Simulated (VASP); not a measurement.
# GW on C (Diamond): a test of the settings, part 3 of 3

How far does the GW correction to the gap of C (Diamond) depend on the settings? The starting structure is a measured crystal structure from the Crystallography Open Database. Cell and atoms stay as given.

VASP 6.6.1.

Results so far: G0W0 (response cutoff 100 eV, 5×5×5 mesh) 5.18 eV; G0W0 (response cutoff 160 eV, 5×5×5 mesh) 5.35 eV; G0W0 (response cutoff 240 eV, 5×5×5 mesh) 5.45 eV; GW0 with iterated eigenvalues (response cutoff 160 eV, 5×5×5 mesh) 5.52 eV; G0W0 (response cutoff 100 eV, 7×7×7 mesh) 5.27 eV.

### Step 7. G0W0 (response cutoff 100 eV, 5×5×5 mesh, 8 empty bands)

Level of this step: G0W0 on LDA; plane waves and PAW (C_GW) (VASP).

It reads the orbitals and their derivatives (WAVECAR and WAVEDER) of a run with the empty bands, which follows a ground-state run; neither is shown.

The input, INCAR:

```
SYSTEM = C
PREC = Accurate
ENCUT = 440
ISMEAR = 0
SIGMA = 0.01
LREAL = .FALSE.
GGA = CA
NBANDS = 12
ALGO = EVGW0
NELMGW = 1
ENCUTGW = 100
NOMEGA = 40
PRECFOCK = Fast
NBANDSGW = 12
LWAVE = .FALSE.
LCHARG = .FALSE.
```

The input, POSCAR:

```
C
1.0
    0.0000000000      1.7833700000      1.7833700000
    1.7833700000      0.0000000000      1.7833700000
    1.7833700000      1.7833700000      0.0000000000
C
2
Direct
    0.7500000000      0.7500000000      0.7500000000
    0.5000000000      0.5000000000      0.5000000000
```

The input, KPOINTS:

```
Automatic mesh
0
Gamma
5 5 5
0 0 0
```

PAW data sets: C_GW (LDA family, release 64).

Launch:

```console
mpirun -np 4 vasp_std
```

Log:

```text
[banner, memory and clock lines left out]
running    4 mpi-ranks, on    1 nodes
[...]
[... a notice as in an earlier step ...]

 LDA part: xc-table for (Slater(with rela. corr.)+CA(PZ))
 , standard interpolation
 found WAVECAR, reading the header
 POSCAR, INCAR and KPOINTS ok, starting setup
[...]
reading WAVECAR
 the WAVECAR file was read successfully
 initial charge from wavefunction
 available memory per node:     97.29 GB, setting MAXMEM to     99620

 The Fermi energy was updated, please check that it is located mid-gap
 values below the HOMO (VB) or above the LUMO (CB) will cause erroneous energies
 E-fermi :  11.8345

 calculate exact exchange contribution
 the WAVEDER file was read successfully
energies w=
    0.000    0.000    1.561    0.000    3.114    0.000    4.648    0.000
    6.159    0.000    7.640    0.000    9.089    0.000   10.506    0.000
   11.892    0.000   13.249    0.000   14.583    0.000   15.898    0.000
[...]
total number of BLAS operations          0.56 Gflops
NQ=   6   -0.4000    0.2000    0.0000,
|.........|.........|.........|.........|.........|.........|.........|.........
 performed        153000 updates of chi_q(r,r)
 total number of BLAS operations          0.76 Gflops
NQ=   7   -0.2000    0.2000    0.0000,
|.........|.........|.........|.........|.........|.........|.........|.........
 performed        185000 updates of chi_q(r,r)
 total number of BLAS operations          0.94 Gflops
NQ=   8    0.4000    0.4000    0.0000,
|.........|.........|.........|.........|.........|.........|.........|.........
 performed        208000 updates of chi_q(r,r)
 total number of BLAS operations          1.03 Gflops
NQ=   9   -0.4000    0.4000    0.0000,
|.........|.........|.........|.........|.........|.........|.........|.........
 performed        240000 updates of chi_q(r,r)
 total number of BLAS operations          1.18 Gflops
NQ=  10   -0.4000    0.4000    0.2000,
|.........|.........|.........|.........|.........|.........|.........|.........
 performed        281000 updates of chi_q(r,r)
 total number of BLAS operations          1.46 Gflops
 resolving degeneracies of screened two electron integrals

 calculate QP shifts <psi_nk| G(iteration)W_0 |psi_nk>: iteration 1
 entering main loop
```

It took 3.2 s on 4 MPI ranks of Intel Xeon 6975P-C (Granite Rapids), shared host; peak memory 0.38 GiB.

Parts of OUTCAR (step 7):

```text
 QP shifts <psi_nk| G(iteration)W_0 |psi_nk>: iteration 1
 for sc-GW calculations column KS-energies equals QP-energies in previous step
 and V_xc(KS)=  KS-energies - (<T + V_ion + V_H > + <T+V_H+V_ion>^1  + <V_x>^1)
 k-point   1 :       0.0000    0.0000    0.0000
  band No.  KS-energies  QP-energies   sigma(KS)   V_xc(KS)     V^pw_x(r,r')   Z            occupation Imag(sigma)
      1     -11.5486     -12.6879     -16.2642     -14.7756     -25.3221       0.7653       2.0000       1.8559
      2       9.7691      10.3678     -16.2678     -16.9898     -19.2530       0.8292       2.0000       0.1149
      3       9.7691      10.3678     -16.2678     -16.9898     -19.2530       0.8292       2.0000       0.1149
      4       9.7691      10.3678     -16.2678     -16.9898     -19.2530       0.8292       2.0000       0.1149
      5      15.3128      17.6824     -12.9217     -15.7843      -9.2470       0.8278       0.0000      -0.1299
      6      15.3128      17.6824     -12.9217     -15.7843      -9.2470       0.8278       0.0000      -0.1299
      7      15.3128      17.6824     -12.9217     -15.7843      -9.2470       0.8278       0.0000      -0.1299
      8      23.3221      25.3685     -13.6265     -16.2635      -7.6526       0.7760       0.0000      -0.3335
    ...

[... 1 part as in an earlier step ...]

[... 2 further parts left out ...]
[key lines of the parts left out:]
E-fermi :  11.8345
```

G0W0 (response cutoff 100 eV, 5×5×5 mesh, 8 empty bands): the quasiparticle gap on this mesh is 5.279 eV, +1.148 eV from the LDA gap on the same points, with 12 bands.

### Step 8. Comparison

```
                                                               run  LDA gap on the mesh (eV)  GW gap (eV)  correction (eV)  bands
                         G0W0 (response cutoff 100 eV, 5×5×5 mesh)                     4.131        5.179            1.048     28
                         G0W0 (response cutoff 160 eV, 5×5×5 mesh)                     4.131         5.35            1.219     56
                         G0W0 (response cutoff 240 eV, 5×5×5 mesh)                     4.131        5.448            1.317     96
GW0 with iterated eigenvalues (response cutoff 160 eV, 5×5×5 mesh)                     4.131        5.523            1.392     56
                         G0W0 (response cutoff 100 eV, 7×7×7 mesh)                     4.225        5.267            1.042     28
          G0W0 (response cutoff 100 eV, 5×5×5 mesh, 8 empty bands)                     4.131        5.279            1.148     12
```

### Step 9. What came out

```yaml
gap_g0w0_response_cutoff_100_ev_5x5x5_mesh: 5.179 eV
gap_g0w0_response_cutoff_160_ev_5x5x5_mesh: 5.350 eV
gap_g0w0_response_cutoff_240_ev_5x5x5_mesh: 5.448 eV
gap_gw0_with_iterated_eigenvalues_response_cutoff_160_ev_5x5x5_mesh: 5.523 eV
gap_g0w0_response_cutoff_100_ev_7x7x7_mesh: 5.267 eV
gap_g0w0_response_cutoff_100_ev_5x5x5_mesh_8_empty_bands: 5.279 eV
```

What this shows: The correction to the LDA gap of C (Diamond) is +1.048 eV at a response cutoff of 100 eV, +1.219 eV at a response cutoff of 160 eV, +1.317 eV at a response cutoff of 240 eV. The number of bands rises with the cutoff. On a 7×7×7 mesh in place of 5×5×5 the correction is +1.042 eV against +1.048 eV. The quasiparticle gap is indirect in all runs, and the LDA gap on the same mesh may lie between other points, in which case the correction mixes two transitions. Iterating the eigenvalues in G raises the gap by +0.173 eV. With 8 empty bands alone, a slip made on purpose, the correction is +1.148 eV against +1.048 eV. Errors of the two band edges can cancel in a gap, so a value close to the better runs would prove nothing. From a response cutoff of 160 to 240 eV the correction still moves by +0.098 eV, so cutoff and bands aren't shown to be converged. The LDA gap along the bands, from another run on this structure, is 4.115 eV. On the 5×5×5 mesh it is 4.131 eV, so this mesh comes close to the edges. On the 7×7×7 mesh it is 4.225 eV, so this mesh misses the band edges. Further runs on this material are not shown.

[Lines on the potential files, build, host, timing and source positions are cut from VASP's logs without a mark.]

[Logs are printed without paths, hosts, clocks, repeated set-up lines and the standing remarks that a program may print on its own settings, such as how far it seeks lower states.]

[Hosts, paths, dates, database ids (printed as entryN), source tags and the programs' standing remarks are cut or masked in the printed files.]
